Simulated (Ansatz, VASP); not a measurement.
# SiC (Moissanite) in two plane-wave programs, part 2 of 2

Wanted: the spread between two codes on one cell, functional and k mesh. The cell is taken from a series of runs on this material, whose earlier steps may have relaxed, scaled, displaced or heated it; both programs get it as it stands.

VASP 6.6.1 and Ansatz 0.2.0.

So far: Starting point; Ansatz: G0W0 gap, PBE.

### Step 3. VASP: G0W0 gap, PBE

Level of this step: G0W0 on PBE; plane waves and PAW (Si_GW, C_GW) (VASP).

The same cell, functional and mesh now go to VASP, with its own data sets.

Lines of VASP's logs that name or quote its potential files are left out, and so is its time.

The run reads the wave functions of an earlier VASP run, which isn't shown here.

Contents of INCAR:

```
SYSTEM = SiC
PREC = Accurate
ENCUT = 440
ISMEAR = 0
SIGMA = 0.01
LREAL = .FALSE.
GGA = PE
NBANDS = 296
ALGO = EVGW0
NELMGW = 1
ENCUTGW = 96
NOMEGA = 64
PRECFOCK = Fast
NBANDSGW = 32
LWAVE = .FALSE.
LCHARG = .FALSE.
```

Contents of POSCAR:

```
SiC
1.0
    3.0948261473      0.0000000000      0.0000000000
   -1.5474130737      2.6801980639      0.0000000000
    0.0000000000      0.0000000000     15.1854387337
Si C
6 6
Direct
    0.0000000000      0.0000000000      0.9997232166
    0.0000000000      0.0000000000      0.4997232166
    0.3333333333      0.6666666667      0.1665018643
    0.6666666667      0.3333333333      0.6665018643
    0.6666666667      0.3333333333      0.3329933979
    0.3333333333      0.6666666667      0.8329933979
    0.3333333333      0.6666666667      0.0415126541
    0.6666666667      0.3333333333      0.5415126541
    0.6666666667      0.3333333333      0.2079986727
    0.3333333333      0.6666666667      0.7079986727
    0.0000000000      0.0000000000      0.3743701944
    0.0000000000      0.0000000000      0.8743701944
```

Contents of KPOINTS:

```
Automatic mesh
0
Gamma
6 6 2
0 0 0
```

Potentials, in the order of the species: Si_GW and C_GW (PBE family, release 64).

Launch:

```bash
mpirun -np 8 vasp_std
```

Numbers of over 12 decimals in the logs are rounded to 6 here.

Log:

```text
[banner, memory and clock lines left out]
running    8 mpi-ranks, on    1 nodes
 distrk:  each k-point on    8 cores,    1 groups
 distr:  one band on    1 cores,    8 groups

 POSCAR found type information on POSCAR SiC
 POSCAR found :  2 types and      12 ions
|                                                                             |
|           W    W    AA    RRRRR   N    N  II  N    N   GGGG   !!!           |
|           W    W   A  A   R    R  NN   N  II  NN   N  G    G  !!!           |
|           W    W  A    A  R    R  N N  N  II  N N  N  G       !!!           |
|           W WW W  AAAAAA  RRRRR   N  N N  II  N  N N  G  GGG   !            |
|           WW  WW  A    A  R   R   N   NN  II  N   NN  G    G                |
|           W    W  A    A  R    R  N    N  II  N    N   GGGG   !!!           |
|                                                                             |
|     For optimal performance we recommend to set                             |
|       NCORE = 2 up to number-of-cores-per-socket                            |
|     NCORE specifies how many cores store one orbital (NPAR=cpu/NCORE).      |
|     This setting can greatly improve the performance of VASP for DFT.       |
|     The default, NCORE=1 might be grossly inefficient on modern             |
|     multi-core architectures or massively parallel machines. Do your        |
|     Unfortunately you need to use the default for GW and RPA                |
|     calculations (for HF NCORE is supported but not extensively tested      |
|     yet).                                                                   |
|                                                                             |

|                                                                             |
|           W    W    AA    RRRRR   N    N  II  N    N   GGGG   !!!           |
|           W    W   A  A   R    R  NN   N  II  NN   N  G    G  !!!           |
|           W    W  A    A  R    R  N N  N  II  N N  N  G       !!!           |
|           W WW W  AAAAAA  RRRRR   N  N N  II  N  N N  G  GGG   !            |
|           WW  WW  A    A  R   R   N   NN  II  N   NN  G    G                |
|           W    W  A    A  R    R  N    N  II  N    N   GGGG   !!!           |
|                                                                             |
|     The default for ENCUTGWSOFT is different in this version of VASP.       |
|     please manually set ENCUTGWSOFT =96 in the INCAR file.                  |
|                                                                             |

 LDA part: xc-table for (Slater+PW92), standard interpolation
 found WAVECAR, reading the header
 POSCAR, INCAR and KPOINTS ok, starting setup
 FFT: planning ... GRIDC
 FFT: planning ... GRID_SOFT
 FFT: planning ... GRID
 reading WAVECAR
 the WAVECAR file was read successfully
 initial charge from wavefunction
 available memory per node:     32.54 GB, setting MAXMEM to     33316

 The Fermi energy was updated, please check that it is located mid-gap
 values below the HOMO (VB) or above the LUMO (CB) will cause erroneous energies
 E-fermi :   8.6759

 calculate exact exchange contribution
 the WAVEDER file was read successfully
energies w=
    0.000    0.000    0.579    0.000    1.157    0.000    1.732    0.000
    2.303    0.000    2.870    0.000    3.430    0.000    3.985    0.000
    4.532    0.000    5.072    0.000    5.604    0.000    6.129    0.000
    6.647    0.000    7.158    0.000    7.662    0.000    8.161    0.000
    8.655    0.000    9.143    0.000    9.629    0.000   10.111    0.000
   10.592    0.000   11.072    0.000   11.552    0.000   12.034    0.000
   12.518    0.000   13.007    0.000   13.500    0.000   14.000    0.000
   14.508    0.000   15.026    0.000   15.555    0.000   16.098    0.000
   16.657    0.000   17.234    0.000   17.832    0.000   18.453    0.000
   19.101    0.000   19.780    0.000   20.495    0.000   21.249    0.000
   22.050    0.000   22.903    0.000   23.817    0.000   24.799    0.000
   25.864    0.000   27.021    0.000   28.290    0.000   29.687    0.000
   31.238    0.000   32.973    0.000   34.930    0.000   37.158    0.000
   39.720    0.000   42.702    0.000   46.218    0.000   50.427    0.000
   55.558    0.000   61.951    0.000   70.131    0.000   80.961    0.000
   95.955    0.000  118.053    0.000  153.790    0.000  221.246    0.000
 responsefunction array rank=     296
 LDA part: xc-table for (Slater+PW92), standard interpolation

 min. memory requirement per mpi rank    378.5 MB, per node   3027.7 MB

 allocating   8 responsefunctions rank=   296
 shmem allocating  64 responsefunctions rank=   296
 response function shared by NCSHMEM nodes    1
 Doing            8  frequencies on each core in blocks of           64
NQ=   1    0.0000    0.0000    0.0000,
|.........|.........|.........|.........|.........|.........|.........|.........
 performed       1205000 updates of chi_q(r,r)
 total number of BLAS operations        839.09 Gflops
NQ=   2    0.1667    0.0000    0.0000,
|.........|.........|.........|.........|.........|.........|.........|.........
 performed       3168000 updates of chi_q(r,r)
 total number of BLAS operations       2105.72 Gflops
NQ=   3    0.3333    0.0000    0.0000,
|.........|.........|.........|.........|.........|.........|.........|.........
 performed       5131000 updates of chi_q(r,r)
 total number of BLAS operations       3233.65 Gflops
NQ=   4    0.5000    0.0000    0.0000,
|.........|.........|.........|.........|.........|.........|.........|.........
 performed       6753000 updates of chi_q(r,r)
 total number of BLAS operations       4070.82 Gflops
NQ=   5    0.1667    0.1667    0.0000,
|.........|.........|.........|.........|.........|.........|.........|.........
 performed       8829000 updates of chi_q(r,r)
 total number of BLAS operations       5345.54 Gflops
NQ=   6    0.3333    0.1667    0.0000,
|.........|.........|.........|.........|.........|.........|.........|.........
 performed      11133000 updates of chi_q(r,r)
 total number of BLAS operations       6610.79 Gflops
NQ=   7    0.3333    0.3333    0.0000,
|.........|.........|.........|.........|.........|.........|.........|.........
 performed      12527000 updates of chi_q(r,r)
 total number of BLAS operations       7388.42 Gflops
NQ=   8    0.0000    0.0000    0.5000,
|.........|.........|.........|.........|.........|.........|.........|.........
 performed      13732000 updates of chi_q(r,r)
 total number of BLAS operations       8188.17 Gflops
NQ=   9    0.1667    0.0000    0.5000,
|.........|.........|.........|.........|.........|.........|.........|.........
 performed      15695000 updates of chi_q(r,r)
 total number of BLAS operations       9401.84 Gflops
NQ=  10    0.3333    0.0000    0.5000,
|.........|.........|.........|.........|.........|.........|.........|.........
 performed      17658000 updates of chi_q(r,r)
 total number of BLAS operations      10546.67 Gflops
NQ=  11    0.5000    0.0000    0.5000,
|.........|.........|.........|.........|.........|.........|.........|.........
 performed      19280000 updates of chi_q(r,r)
 total number of BLAS operations      11451.05 Gflops
NQ=  12    0.1667    0.1667    0.5000,
|.........|.........|.........|.........|.........|.........|.........|.........
 performed      21356000 updates of chi_q(r,r)
 total number of BLAS operations      12735.00 Gflops
NQ=  13    0.3333    0.1667    0.5000,
|.........|.........|.........|.........|.........|.........|.........|.........
 performed      23660000 updates of chi_q(r,r)
 total number of BLAS operations      14000.25 Gflops
NQ=  14    0.3333    0.3333    0.5000,
|.........|.........|.........|.........|.........|.........|.........|.........
 performed      25054000 updates of chi_q(r,r)
 total number of BLAS operations      14850.18 Gflops
 resolving degeneracies of screened two electron integrals

 calculate QP shifts <psi_nk| G(iteration)W_0 |psi_nk>: iteration 1
 entering main loop
```

Parts of OUTCAR (step 3):

```text
ion  position               nearest neighbor table
   1  0.000  0.000  1.000-   7 1.90   7 1.90   7 1.90  12 1.90   6 3.10   6 3.10   6 3.10   3 3.10
                             3 3.10   3 3.10
   2  0.000  0.000  0.500-   8 1.90   8 1.90   8 1.90  11 1.90   5 3.10   5 3.10   5 3.10   4 3.10
                             4 3.10   4 3.10
   3  0.333  0.667  0.167-   9 1.89   9 1.89   9 1.89   7 1.90   5 3.10   5 3.10   5 3.10   1 3.10
                             1 3.10   1 3.10
   4  0.667  0.333  0.667-  10 1.89  10 1.89  10 1.89   8 1.90   6 3.10   6 3.10   6 3.10   2 3.10
                             2 3.10   2 3.10
   5  0.667  0.333  0.333-  11 1.89  11 1.89  11 1.89   9 1.90   3 3.10   3 3.10   3 3.10   2 3.10
                             2 3.10   2 3.10
   6  0.333  0.667  0.833-  12 1.89  12 1.89  12 1.89  10 1.90   4 3.10   4 3.10   4 3.10   1 3.10
                             1 3.10   1 3.10
   7  0.333  0.667  0.042-   1 1.90   1 1.90   1 1.90   3 1.90
   8  0.667  0.333  0.542-   2 1.90   2 1.90   2 1.90   4 1.90
   9  0.667  0.333  0.208-   3 1.89   3 1.89   3 1.89   5 1.90
  10  0.333  0.667  0.708-   4 1.89   4 1.89   4 1.89   6 1.90
  11  0.000  0.000  0.374-   5 1.89   5 1.89   5 1.89   2 1.90
  12  0.000  0.000  0.874-   6 1.89   6 1.89   6 1.89   1 1.90

  LATTYP: Found a hexagonal cell.
 ALAT       =     3.0948261473
 C/A-ratio  =     4.9067178610

 Subroutine GETGRP returns: Found 12 space group operations
 (whereof  6 operations were pure point group operations)

The static configuration has the point symmetry C_3v.
 The point group associated with its full space group is C_6v.

 Found     14 irreducible k-points:

   k-points           NKPTS =     14   k-points in BZ     NKDIM =     72   number of bands    NBANDS=    296

   dimension x,y,z NGX =    24 NGY =   24 NGZ =  108
   dimension x,y,z NGXF=    48 NGYF=   48 NGZF=  216

   ENCUT  =  440.0 eV  32.34 Ry    5.69 a.u.   5.29  5.29 25.97*2*pi/ulx,y,z

   NELECT =      48.0000    total number of electrons

  energy-cutoff  :      440.00
  volume of cell :      125.96
      direct lattice vectors                 reciprocal lattice vectors
     3.094826147  0.000000000  0.000000000     0.323119927  0.186553377  0.000000000
    -1.547413074  2.680198064  0.000000000     0.000000000  0.373106754  0.000000000
     0.000000000  0.000000000 15.185438734     0.000000000  0.000000000  0.065852559

 k-points in reciprocal lattice and weights: Automatic mesh
   0.00000000  0.00000000  0.00000000       0.014
   0.16666667  0.00000000  0.00000000       0.083
   0.33333333  0.00000000  0.00000000       0.083
   0.50000000  0.00000000  0.00000000       0.042
   0.16666667  0.16666667  0.00000000       0.083
   0.33333333  0.16666667  0.00000000       0.167
   0.33333333  0.33333333  0.00000000       0.028
   0.00000000  0.00000000  0.50000000       0.014
   0.16666667  0.00000000  0.50000000       0.083
[...]
0.33333333  0.16666667  0.50000000       0.167
   0.33333333  0.33333333  0.50000000       0.028

 E-fermi :   8.6759

 QP shifts <psi_nk| G(iteration)W_0 |psi_nk>: iteration 1
 for sc-GW calculations column KS-energies equals QP-energies in previous step
 and V_xc(KS)=  KS-energies - (<T + V_ion + V_H > + <T+V_H+V_ion>^1  + <V_x>^1)
 k-point   1 :       0.0000    0.0000    0.0000
  band No.  KS-energies  QP-energies   sigma(KS)   V_xc(KS)     V^pw_x(r,r')   Z            occupation Imag(sigma)
    ...
     21       7.3640       7.0377     -15.0625     -14.6480     -17.3201       0.7871       2.0000       0.0454
     22       7.6267       7.3444     -15.1173     -14.7601     -17.2427       0.7902       2.0000       0.0427
     23       7.6635       7.3703     -15.1634     -14.7921     -17.3537       0.7895       2.0000       0.0437
     24       7.6635       7.3703     -15.1634     -14.7921     -17.3537       0.7895       2.0000       0.0437
     25      12.7069      13.3869     -11.3000     -12.1508      -6.8422       0.7992       0.0000      -0.0684
     26      12.8796      13.5596     -11.2585     -12.1117      -6.7524       0.7971       0.0000      -0.0697
     27      13.2819      13.9700     -11.2990     -12.1635      -6.7237       0.7959       0.0000      -0.0732
     28      13.7932      14.5127     -11.7309     -12.6458      -6.9935       0.7864       0.0000      -0.0807
    ...

 k-point   2 :       0.1667    0.0000    0.0000
  band No.  KS-energies  QP-energies   sigma(KS)   V_xc(KS)     V^pw_x(r,r')   Z            occupation Imag(sigma)
    ...
     21       6.9041       6.5258     -14.9009     -14.4190     -17.2459       0.7849       2.0000       0.0474
     22       6.9444       6.5675     -14.9084     -14.4285     -17.2535       0.7853       2.0000       0.0475
     23       7.3237       7.0067     -14.9979     -14.5956     -17.1796       0.7877       2.0000       0.0441
     24       7.4272       7.1093     -15.1301     -14.7267     -17.3754       0.7879       2.0000       0.0447
     25      12.3320      12.8704     -10.3458     -11.0164      -5.9091       0.8029       0.0000      -0.0687
     26      12.7116      13.2763     -10.4501     -11.1551      -5.9510       0.8008       0.0000      -0.0711
     27      12.7941      13.3686     -10.4396     -11.1565      -5.9327       0.8013       0.0000      -0.0708
     28      13.4723      14.0899     -10.6425     -11.4181      -6.0026       0.7963       0.0000      -0.0765
    ...

 k-point   3 :       0.3333    0.0000    0.0000
  band No.  KS-energies  QP-energies   sigma(KS)   V_xc(KS)     V^pw_x(r,r')   Z            occupation Imag(sigma)
    ...
     21       6.1778       5.7260     -14.6799     -14.1011     -17.1945       0.7806       2.0000       0.0523
     22       6.2069       5.7514     -14.6874     -14.1040     -17.2091       0.7809       2.0000       0.0522
     23       6.5872       6.1906     -14.7478     -14.2418     -17.0827       0.7839       2.0000       0.0478
     24       6.8428       6.4600     -14.9670     -14.4790     -17.3506       0.7844       2.0000       0.0477
     25      10.4613      10.8834     -10.2276     -10.7483      -6.1920       0.8105       0.0000      -0.0597
     26      10.5612      10.9791     -10.1756     -10.6921      -6.1035       0.8092       0.0000      -0.0608
     27      11.3693      11.8479     -10.2481     -10.8400      -6.0287       0.8086       0.0000      -0.0631
     28      11.9528      12.4660     -10.3738     -11.0112      -6.0371       0.8050       0.0000      -0.0667
    ...

 k-point   4 :       0.5000    0.0000    0.0000
  band No.  KS-energies  QP-energies   sigma(KS)   V_xc(KS)     V^pw_x(r,r')   Z            occupation Imag(sigma)
    ...
     21       5.8633       5.3819     -14.6099     -13.9917     -17.2065       0.7786       2.0000       0.0547
     22       5.8919       5.4066     -14.6171     -13.9940     -17.2209       0.7788       2.0000       0.0546
     23       6.0145       5.5672     -14.3798     -13.8078     -16.7323       0.7821       2.0000       0.0498
     24       6.5678       6.1563     -14.9047     -14.3792     -17.3587       0.7831       2.0000       0.0493
     25       9.6883      10.0620     -10.4054     -10.8661      -6.6489       0.8111       0.0000      -0.0553
     26       9.8704      10.2557     -10.2551     -10.7297      -6.3736       0.8117       0.0000      -0.0572
     27      10.8480      11.2907     -10.1353     -10.6813      -5.9922       0.8109       0.0000      -0.0614
     28      11.5247      12.0264     -10.5598     -11.1837      -6.3319       0.8042       0.0000      -0.0650
    ...

[... 4 further parts left out ...]
```

### Step 4. Side by side

Known differences besides the potentials themselves: fixed occupations in Ansatz, narrow Gaussian smearing in VASP; the cutoff is 420 eV in Ansatz and 440 eV in VASP; VASP leaves aspherical gradient terms in its spheres out (LASPH is not set), Ansatz keeps them; Ansatz integrates over frequency by contour deformation, VASP on a grid of NOMEGA points; Ansatz's G0W0 levels solve the quasiparticle equation, VASP's are linearised. Total energies have different zeros and are not compared.

Compared:

```tsv
quantity	Ansatz	VASP	difference
G0W0 gap on the mesh (eV)	2.72	2.69	+0.03
Kohn-Sham gap under it (eV)	2.03	2.02	0.00
```

### Step 5. Summary of results

```json
{
 "difference in G0W0 gap on the mesh (G0W0 gap, PBE)": "0.028 eV"
}
```

What this shows: The difference in G0W0 gap on the mesh is 0.028 eV (G0W0 gap, PBE). Such differences can come from data sets, numerical settings and the points named under the comparisons, not from the functional's error against experiment.

[Lines on the potential files, build, host, timing and source positions are cut from VASP's logs without a mark.]

[Logs are printed without paths, hosts, clocks, repeated set-up lines and the standing remarks that a program may print on its own settings, such as how far it seeks lower states.]

[Hosts, paths, dates, database ids (printed as entryN), source tags and the programs' standing remarks are cut or masked in the printed files.]
